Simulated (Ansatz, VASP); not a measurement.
**Ba2H6Os in two plane-wave programs**

Wanted: the spread between two codes on one cell, functional and k mesh. The cell is taken from a series of runs on this material, whose earlier steps may have relaxed, scaled, displaced or heated it; both programs get it as it stands.

Calculated with Ansatz 0.2.0; plane waves, with VASP 6.6.1 beside it; G0W0 gap at LDA.

## (1) The structure

Symmetry: Fm-3m, No. 225, cubic system. Conventional cell: a = 8.092 Å, b = 8.092 Å, c = 8.092 Å, α = 90.00°, β = 90.00°, γ = 90.00°. Nearest to Ba lie 12 H at 2.88 Å. Nearest to H lie 1 Os at 1.73 Å and 4 H at 2.45 Å and 4 Ba at 2.88 Å. Nearest to Os lie 6 H at 1.73 Å. Farther neighbours are not listed.

## (2) Ansatz: G0W0 gap, LDA

Ansatz runs on its default PAW (the set named soft_2) files.

Quasiparticle shifts depend on high empty states and on the cores, so they are the hardest test of two PAW sets.

input.yaml reads:

```yaml
crystal:
  lattice:
    - [0.0, 4.04620784, 4.04620784]
    - [4.04620784, 0.0, 4.04620784]
    - [4.04620784, 4.04620784, 0.0]
  atoms:
    - { symbol: Ba, position: [0.75, 0.75, 0.75] }
    - { symbol: Ba, position: [0.25, 0.25, 0.25] }
    - { symbol: H, position: [0.78591709, 0.78591709, 0.21408291] }
    - { symbol: H, position: [0.21408291, 0.78591709, 0.21408291] }
    - { symbol: H, position: [0.78591709, 0.21408291, 0.21408291] }
    - { symbol: H, position: [0.21408291, 0.21408291, 0.78591709] }
    - { symbol: H, position: [0.78591709, 0.21408291, 0.78591709] }
    - { symbol: H, position: [0.21408291, 0.78591709, 0.78591709] }
    - { symbol: Os, position: [0.0, 0.0, 0.0] }
kpoints:
  mp_grid: { grid: [2, 2, 2] }
hamiltonian:
  xc: lda
scf:
  occupations: { method: fixed }
gw:
  n_empty_bands: 87
  ecut_chi: 114.29
  qp_bands: [v2, c2]
  qp_kpoints: [[0.0, 0.0, 0.0], [0.5, 0.5, 0.0]]
  screening: { model: contour_deformation }
```

On the command line:

```console
$ ansatz run input.yaml --threads 4 --pin off --max-ram 7372MiB --backend cpu --events-out ev --progress --plain --runs-dir out
```

Numbers of over 12 decimals in the logs are rounded to 6 here.

What it wrote:

```text
Engine: ansatz 0.2.0, x86_64-unknown-linux-gnu
Pseudopotentials: kind: paw
Pseudopotential: Ba, paw, valence charge 10, recommended cutoff 420 eV (normal), Ba.paw.azcp
Pseudopotential: H, paw, valence charge 1, recommended cutoff 420 eV (normal), H.paw.azcp
Pseudopotential: Os, paw, valence charge 16, recommended cutoff 420 eV (normal), Os.paw.azcp
Functional definition: SPW92
  exchange = slater_x
  correlation = pw_c
Crystal: 9 atoms, lattice volume = 132.487 Å³
Basis set: ecut = 420 eV, 2637 PW (Γ)
Bands: 30, of which v1, the nominal top of the filled ones, is band 21 counted from 1 (20 counted from 0)
Symmetry: 48 space group operations
Space group: Fm-3m (ITA 225), of the structure as read, at distance tolerance 5.1e-5 Å
k-points: 3 of 8
Non-local potential: Ba, projectors of the file, l = 0: 3, l = 1: 2, l = 2: 2, l = 3: 2
Non-local potential: H, projectors of the file, l = 0: 2, l = 1: 1
Non-local potential: Os, projectors of the file, l = 0: 3, l = 1: 2, l = 2: 2, l = 3: 1
PAW form: soft (Blöchl's): semilocal exchange-correlation on the pseudo side does not see the compensation charge
PAW frozen core: Ba, regenerated for the run's functional, and the local potential with it (the file was generated under x = pbe(κ = 0.804, μ = 0.219515), c = pbe(β = 0.066725))
PAW frozen core: Os, regenerated for the run's functional, and the local potential with it (the file was generated under x = pbe(κ = 0.804, μ = 0.219515), c = pbe(β = 0.066725))
PAW one-centre angular grid: Ba, 194 points (default); XC on 64 Gauss nodes
PAW one-centre angular grid: H, 110 points (default); XC on 64 Gauss nodes
PAW one-centre angular grid: Os, 590 points (default); XC on 64 Gauss nodes
Initial density: superposition of atomic densities (neutral atoms: chi_scale 0, normalization atom), corrected by the library's trained network
Initial wavefunctions: pseudopotential atomic-orbital guess
Functional: x = slater, c = lda
SCF iter   1: F=—  HF=-22776.523030 eV  |F-HF|=—  |Δ(HF+E_count)|=         —  Δρ=8.80e-3  dr2=7.55e-2  ethr=1.77e-3  ⟨swp⟩=4.3  Hψ=361  notcnv=0  defer=21
preconditioner: auto → Resta (q_TF=auto, 2.253 Å⁻¹)  ε∞=3.8  [insulator: Δε(μ)=1.800 eV  Ē_g=10.607 eV  n_scr=26 (ndim 8)  ℏωp=17.7 eV  f_vac=0.049  ε∞_Penn≈3.8]
SCF iter   2: F=—  HF=-22776.502596 eV  |F-HF|=—  |Δ(HF+E_count)|=   2.04e-2  Δρ=3.94e-3  dr2=2.17e-2  ethr=1.80e-4  ⟨swp⟩=2.0  Hψ=133  notcnv=0  defer=20
SCF iter   3: F=—  HF=-22776.499495 eV  |F-HF|=—  |Δ(HF+E_count)|=   3.10e-3  Δρ=2.55e-3  dr2=1.78e-2  ethr=5.17e-5  ⟨swp⟩=3.0  Hψ=134  notcnv=0  defer=19
SCF iter   4: F=—  HF=-22776.496622 eV  |F-HF|=—  |Δ(HF+E_count)|=   2.87e-3  Δρ=4.15e-4  dr2=4.44e-4  ethr=4.24e-5  ⟨swp⟩=2.0  Hψ=113  notcnv=0  defer=18
SCF iter   5: F=—  HF=-22776.496706 eV  |F-HF|=—  |Δ(HF+E_count)|=   8.42e-5  Δρ=1.78e-4  dr2=1.27e-4  ethr=1.06e-6  ⟨swp⟩=2.0  Hψ=136  notcnv=0  defer=16
SCF iter   6: F=—  HF=-22776.496694 eV  |F-HF|=—  |Δ(HF+E_count)|=   1.16e-5  Δρ=2.61e-5  dr2=1.33e-6  ethr=3.03e-7  ⟨swp⟩=2.0  Hψ=117  notcnv=0  defer=10
SCF iter   7: F=—  HF=-22776.496695 eV  |F-HF|=—  |Δ(HF+E_count)|=   8.99e-7  Δρ=8.61e-6  dr2=2.68e-7  ethr=3.18e-9  ⟨swp⟩=2.0  Hψ=129  notcnv=0  defer=8
SCF iter   8: F=-22776.496695 eV  HF=-22776.496695 eV  |F-HF|=4.35e-9  |Δ(HF+E_count)|=   4.51e-9  Δρ=1.65e-6  dr2=5.86e-9  ethr=2.38e-10  ⟨swp⟩=13.3  Hψ=578  notcnv=0
SCF 1 converged in 8 iterations: F = -22776.496695 eV  dr2 = 5.86e-9
  greatest PAW one-centre occupation: 1.000 electrons in one spin orbital (limit 2), on the Os atom at site 8 (counted from 0), in its partial waves of l = 0
NSCF: frozen V_eff on 3 k-points
G₀W₀ screening: q 1/3
[... further progress lines ...]
NSCF: frozen V_eff on 1 k-points
NSCF: frozen V_eff on 1 k-points
SCF converged after 8 iterations
Free energy (F): -22776.496695 eV
Harris-Foulkes:  -22776.496695 eV  (|F-HF|=4.35e-9)
Internal energy: -22776.496695 eV  (E = F + TS)
E sigma→0 (E₀):  -22776.496695 eV
Fermi energy:    6.967229 eV
--- Per-component energies (eV) ---
  E_band       = -430.931228
  E_kinetic    = 979.687843
  E_local      = -2921.665158  (includes V_loc(G=0)·N_el)
  E_nonlocal   = 132.825782
  E_hartree    = 1150.572346
  E_xc         = -652.941815
  E_vxc        = -626.155638  (∫ρ·V_xc dr)
  E_paw        = -18865.803748  (= ΣΔE_a)
  E_vpaw       = -296.758116  (= ΣTr[D̂ρ^β])
  E_aug_tail   = -0.006580  (compensation charges beyond the density's cutoff)
  E_ewald      = -2600.093131
  E_core_change = 0.927765  (= ΣΔE_core)
  E_smearing   = -0.000000  (= −TS)
  E_closure    = -0.000000  (closes the sum)
  Σ components = -22776.496695   (vs F -22776.496695, Δ=0.00e0)
--- Band table (eV) ---
  k-point 0: bands = [... 17 lower, 4.2672, 6.9672, 6.9672, 6.9672, 9.7322, 9.7984, 9.7984, 13.2624, ... 5 higher]
  k-point 1: bands = [... 17 lower, 5.0267, 6.4717, 6.7559, 6.7559, 10.0919, 10.3388, 10.3388, 10.8181, ... 5 higher]
  k-point 2: bands = [... 17 lower, 5.4202, 6.2488, 6.6809, 6.6809, 8.7708, 9.2218, 10.4067, 10.7162, ... 5 higher]
--- G₀W₀: contour deformation, 6 samples at zero and on the imaginary axis and 1 off it, 8 q-points, 87 empty bands' worth ---
  eigenvalues of the whole cell's RPA ε∞ on this k-mesh (on a slab, of 1 + 4πα/V) = 4.4923, 4.4923, 4.4923; static W/v taken at q = 0 is 0.222601
    ik  band        ε_KS         Σx   Σc(E_QP)       V_xc       Z   E_QP_lin       E_QP  E_QP is
     0    20      6.9672   -24.0928     3.4936   -20.8561  0.7404     7.2230     7.2242  root
     0    21      6.9672   -24.0928     3.4936   -20.8561  0.7404     7.2230     7.2242  root
     0    22      9.7322    -4.7096    -3.7599    -9.5074  0.8102    10.7881    10.7701  root
     0    23      9.7984    -8.8078    -4.0136   -14.2714  0.7889    11.2959    11.2483  root
     2    20      6.6809   -23.0131     3.4277   -19.7987  0.7378     6.8932     6.8942  root
     2    21      6.6809   -23.0131     3.4277   -19.7987  0.7378     6.8932     6.8942  root
     2    22      8.7708    -8.9373    -3.4163   -13.5520  0.7991     9.9928     9.9692  root
     2    23      9.2218    -5.4991    -3.8613   -10.5439  0.8053    10.4306    10.4053  root
```

In the SCF lines HF is the Harris–Foulkes energy and dr2 the Hartree energy of the density residual, in eV; the loop may stop once dr2 is under the threshold and the program's other checks hold. Hψ counts applications of the Hamiltonian.

## (3) VASP: G0W0 gap, LDA

The same cell, functional (in two slightly different forms) and mesh now go to VASP, with its own data sets.

Lines of VASP's logs that name or quote its potential files are left out, and so is its time.

The run reads the wave functions of an earlier VASP run, which isn't shown here.

INCAR reads:

```
SYSTEM = Ba2H6Os
PREC = Accurate
ENCUT = 340
ISMEAR = 0
SIGMA = 0.01
LREAL = .FALSE.
GGA = CA
NBANDS = 108
LASPH = .TRUE.
ALGO = EVGW0
NELMGW = 1
ENCUTGW = 114.29
NOMEGA = 64
PRECFOCK = Fast
NBANDSGW = 29
LWAVE = .FALSE.
LCHARG = .FALSE.
```

POSCAR reads:

```
Ba2H6Os
1.0
    0.0000000000      4.0462078400      4.0462078400
    4.0462078400      0.0000000000      4.0462078400
    4.0462078400      4.0462078400      0.0000000000
Ba H Os
2 6 1
Direct
    0.7500000000      0.7500000000      0.7500000000
    0.2500000000      0.2500000000      0.2500000000
    0.7859170900      0.7859170900      0.2140829100
    0.2140829100      0.7859170900      0.2140829100
    0.7859170900      0.2140829100      0.2140829100
    0.2140829100      0.2140829100      0.7859170900
    0.7859170900      0.2140829100      0.7859170900
    0.2140829100      0.7859170900      0.7859170900
    0.0000000000      0.0000000000      0.0000000000
```

KPOINTS reads:

```
Automatic mesh
0
Gamma
2 2 2
0 0 0
```

PAW data sets: Ba_sv_GW, H_GW and Os_sv_GW (LDA family, release 64).

On the command line:

```console
$ export OMP_NUM_THREADS=4
$ mpirun -np 1 vasp_std
```

What it wrote:

```text
[banner, memory and clock lines left out]
running    1 mpi-ranks, on    1 nodes
 distrk:  each k-point on    1 cores,    1 groups
 distr:  one band on    1 cores,    1 groups
 Offloading initialized ...    1 GPUs detected
 POSCAR found type information on POSCAR BaH Os
 POSCAR found :  3 types and       9 ions
|                                                                             |
|           W    W    AA    RRRRR   N    N  II  N    N   GGGG   !!!           |
|           W    W   A  A   R    R  NN   N  II  NN   N  G    G  !!!           |
|           W    W  A    A  R    R  N N  N  II  N N  N  G       !!!           |
|           W WW W  AAAAAA  RRRRR   N  N N  II  N  N N  G  GGG   !            |
|           WW  WW  A    A  R   R   N   NN  II  N   NN  G    G                |
|           W    W  A    A  R    R  N    N  II  N    N   GGGG   !!!           |
|                                                                             |
|     The default for ENCUTGWSOFT is different in this version of VASP.       |
|     please manually set ENCUTGWSOFT =114.29 in the INCAR file.              |
|                                                                             |

 LDA part: xc-table for (Slater(with rela. corr.)+CA(PZ))
 , standard interpolation
 found WAVECAR, reading the header
 POSCAR, INCAR and KPOINTS ok, starting setup
 FFT: planning ... GRIDC
 FFT: planning ... GRID_SOFT
 FFT: planning ... GRID
 reading WAVECAR
 the WAVECAR file was read successfully
 initial charge from wavefunction
 available memory per node:   1695.90 GB, setting MAXMEM to   1736602

 The Fermi energy was updated, please check that it is located mid-gap
 values below the HOMO (VB) or above the LUMO (CB) will cause erroneous energies
 E-fermi :   4.1103

 calculate exact exchange contribution
 the WAVEDER file was read successfully
|                                                                             |
|           W    W    AA    RRRRR   N    N  II  N    N   GGGG   !!!           |
|           W    W   A  A   R    R  NN   N  II  NN   N  G    G  !!!           |
|           W    W  A    A  R    R  N N  N  II  N N  N  G       !!!           |
|           W WW W  AAAAAA  RRRRR   N  N N  II  N  N N  G  GGG   !            |
|           WW  WW  A    A  R   R   N   NN  II  N   NN  G    G                |
|           W    W  A    A  R    R  N    N  II  N    N   GGGG   !!!           |
|                                                                             |
|     Automatic setting of frequency mesh for GW failed. Frequency mesh       |
|     properly not suitable for determining QP energies. Consider             |
|     increasing number of kpoints.                                           |
|                                                                             |

energies w=
    0.000    0.000    0.913    0.000    1.824    0.000    2.732    0.000
    3.633    0.000    4.527    0.000    5.412    0.000    6.287    0.000
    7.152    0.000    8.005    0.000    8.847    0.000    9.677    0.000
   10.495    0.000   11.303    0.000   12.101    0.000   12.890    0.000
   13.670    0.000   14.443    0.000   15.210    0.000   15.972    0.000
   16.731    0.000   17.488    0.000   18.245    0.000   19.004    0.000
   19.766    0.000   20.533    0.000   21.307    0.000   22.091    0.000
   22.886    0.000   23.695    0.000   24.521    0.000   25.366    0.000
   26.234    0.000   27.128    0.000   28.053    0.000   29.011    0.000
   30.008    0.000   31.049    0.000   32.141    0.000   33.291    0.000
   34.506    0.000   35.795    0.000   37.170    0.000   38.643    0.000
   40.229    0.000   41.946    0.000   43.814    0.000   45.861    0.000
   48.116    0.000   50.620    0.000   53.419    0.000   56.575    0.000
   60.167    0.000   64.295    0.000   69.095    0.000   74.749    0.000
   81.510    0.000   89.741    0.000   99.975    0.000  113.041    0.000
  130.284    0.000  154.061    0.000  188.896    0.000  244.723    0.000
 responsefunction array rank=     368
 LDA part: xc-table for (Slater(with rela. corr.)+CA(PZ))
 , standard interpolation

 min. memory requirement per mpi rank    403.8 MB, per node    403.8 MB

 allocating  64 responsefunctions rank=   368
 shmem allocating  64 responsefunctions rank=   368
 response function shared by NCSHMEM nodes    1
 Doing            64  frequencies on each core in blocks of            64
NQ=   1    0.0000    0.0000    0.0000,
|.........|.........|.........|.........|.........|.........|.........|.........
 performed         48000 updates of chi_q(r,r)
 total number of BLAS operations         44.15 Gflops
NQ=   2    0.5000    0.0000    0.0000,
|.........|.........|.........|.........|.........|.........|.........|.........
 performed        127000 updates of chi_q(r,r)
 total number of BLAS operations        130.11 Gflops
NQ=   3    0.5000    0.5000    0.0000,
|.........|.........|.........|.........|.........|.........|.........|.........
 performed        200000 updates of chi_q(r,r)
 total number of BLAS operations        205.88 Gflops
 resolving degeneracies of screened two electron integrals

 calculate QP shifts <psi_nk| G(iteration)W_0 |psi_nk>: iteration 1
 entering main loop
```

From OUTCAR (step 3):

```text
ion  position               nearest neighbor table
   1  0.750  0.750  0.750-
   2  0.250  0.250  0.250-
   3  0.786  0.786  0.214-   9 1.73
   4  0.214  0.786  0.214-   9 1.73
   5  0.786  0.214  0.214-   9 1.73
   6  0.214  0.214  0.786-   9 1.73
   7  0.786  0.214  0.786-   9 1.73
   8  0.214  0.786  0.786-   9 1.73
   9  0.000  0.000  0.000-   3 1.73   4 1.73   5 1.73   6 1.73   7 1.73   8 1.73

  LATTYP: Found a face centered cubic cell.
 ALAT       =     8.0924156800

 Subroutine GETGRP returns: Found 48 space group operations
 (whereof 48 operations were pure point group operations)

The static configuration has the point symmetry O_h .

 Found      3 irreducible k-points:

   k-points           NKPTS =      3   k-points in BZ     NKDIM =      8   number of bands    NBANDS=    108

   dimension x,y,z NGX =    36 NGY =   36 NGZ =   36
   dimension x,y,z NGXF=    72 NGYF=   72 NGZF=   72

   ENCUT  =  340.0 eV  24.99 Ry    5.00 a.u.   8.60  8.60  8.60*2*pi/ulx,y,z

   NELECT =      42.0000    total number of electrons

  energy-cutoff  :      340.00
  volume of cell :      132.49
      direct lattice vectors                 reciprocal lattice vectors
     0.000000000  4.046207840  4.046207840    -0.123572495  0.123572495  0.123572495
     4.046207840  0.000000000  4.046207840     0.123572495 -0.123572495  0.123572495
     4.046207840  4.046207840  0.000000000     0.123572495  0.123572495 -0.123572495

 k-points in reciprocal lattice and weights: Automatic mesh
   0.00000000  0.00000000  0.00000000       0.125
   0.50000000  0.00000000  0.00000000       0.500
   0.50000000  0.50000000  0.00000000       0.375

 E-fermi :   4.1103

 QP shifts <psi_nk| G(iteration)W_0 |psi_nk>: iteration 1
 for sc-GW calculations column KS-energies equals QP-energies in previous step
 and V_xc(KS)=  KS-energies - (<T + V_ion + V_H > + <T+V_H+V_ion>^1  + <V_x>^1)
 k-point   1 :       0.0000    0.0000    0.0000
  band No.  KS-energies  QP-energies   sigma(KS)   V_xc(KS)     V^pw_x(r,r')   Z            occupation Imag(sigma)
    ...
     18       0.5336      -0.2093     -11.9434     -10.9887     -14.6454       0.7780       2.0000       0.3474
     19       3.2091       3.3155     -16.7141     -16.8552     -20.1909       0.7541       2.0000       0.3827
     20       3.2091       3.3155     -16.7141     -16.8552     -20.1909       0.7541       2.0000       0.3827
     21       3.2091       3.3155     -16.7141     -16.8552     -20.1909       0.7541       2.0000       0.3827
     22       5.9966       7.1464      -6.9712      -8.3787      -3.6026       0.8170       0.0000      -0.2758
     23       6.0391       7.6373      -9.8947     -11.8974      -6.4738       0.7980       0.0000      -0.3098
     24       6.0391       7.6373      -9.8947     -11.8974      -6.4738       0.7980       0.0000      -0.3098
     25       9.5063      11.4301      -7.8083     -10.1932      -3.9386       0.8067       0.0000      -0.4099
    ...

 k-point   2 :       0.5000    0.0000    0.0000
  band No.  KS-energies  QP-energies   sigma(KS)   V_xc(KS)     V^pw_x(r,r')   Z            occupation Imag(sigma)
    ...
     18       1.2997       0.6081     -12.4959     -11.6101     -15.1482       0.7808       2.0000       0.3128
     19       2.7145       2.7507     -15.5646     -15.6125     -18.8655       0.7556       2.0000       0.3995
     20       2.9970       3.0737     -16.1635     -16.2649     -19.5318       0.7564       2.0000       0.3850
     21       2.9970       3.0737     -16.1635     -16.2649     -19.5318       0.7564       2.0000       0.3850
     22       6.3401       7.5685      -7.6829      -9.1941      -4.4574       0.8129       0.0000      -0.2804
     23       6.5799       8.1183     -10.2604     -12.1913      -6.9597       0.7968       0.0000      -0.3132
     24       6.5799       8.1183     -10.2604     -12.1913      -6.9597       0.7968       0.0000      -0.3132
     25       7.0606       8.5440      -7.9809      -9.8221      -4.4195       0.8057       0.0000      -0.3252
    ...

 k-point   3 :       0.5000    0.5000    0.0000
  band No.  KS-energies  QP-energies   sigma(KS)   V_xc(KS)     V^pw_x(r,r')   Z            occupation Imag(sigma)
    ...
     18       1.7004       1.0012     -12.8045     -11.9117     -15.4403       0.7832       2.0000       0.2957
     19       2.4928       2.4940     -14.7432     -14.7447     -17.7985       0.7610       2.0000       0.3904
     20       2.9212       2.9905     -16.0966     -16.1885     -19.4919       0.7538       2.0000       0.3929
     21       2.9212       2.9905     -16.0966     -16.1885     -19.4919       0.7538       2.0000       0.3929
     22       5.0115       6.3048      -9.6985     -11.3058      -6.7382       0.8047       0.0000      -0.2568
     23       5.4637       6.7903      -7.7453      -9.3828      -4.3462       0.8101       0.0000      -0.2846
     24       6.6522       8.1506     -10.1941     -12.0722      -7.2958       0.7979       0.0000      -0.2778
     25       6.9593       8.3220      -7.9919      -9.6750      -4.6298       0.8096       0.0000      -0.2996
    ...
```

## (4) Differences

Known differences besides the potentials themselves: the two LDA forms differ slightly; fixed occupations in Ansatz, narrow Gaussian smearing in VASP; the cutoff is 420 eV in Ansatz and 340 eV in VASP; VASP's log shows a relativistic correction to its local exchange, Ansatz's none; Ansatz integrates over frequency by contour deformation, VASP on a grid of NOMEGA points; Ansatz's G0W0 levels solve the quasiparticle equation, VASP's are linearised. Total energies have different zeros and are not compared.

The two programs side by side:

```tsv
quantity	Ansatz	VASP	difference
G0W0 gap on the mesh (eV)	2.75	2.99	-0.24
Kohn-Sham gap under it (eV)	1.80	1.80	0.00
```

VASP's log warns that its frequency grid doesn't suit quasiparticle energies on this mesh.

## (5) Outcome

| Item | Value |
| --- | --- |
| difference in G0W0 gap on the mesh (G0W0 gap, LDA) | -0.24 eV |

The difference in G0W0 gap on the mesh is -0.24 eV (G0W0 gap, LDA). Part of the difference in the G0W0 gap can come from VASP's linearised levels. How closely two codes agree says nothing of how well the functional describes the real material.

[Lines on the potential files, build, host, timing and source positions are cut from VASP's logs without a mark.]

[Logs are printed without paths, hosts, clocks, repeated set-up lines and the standing remarks that a program may print on its own settings, such as how far it seeks lower states.]

[Hosts, paths, dates, database ids (printed as entryN), source tags and the programs' standing remarks are cut or masked in the printed files.]
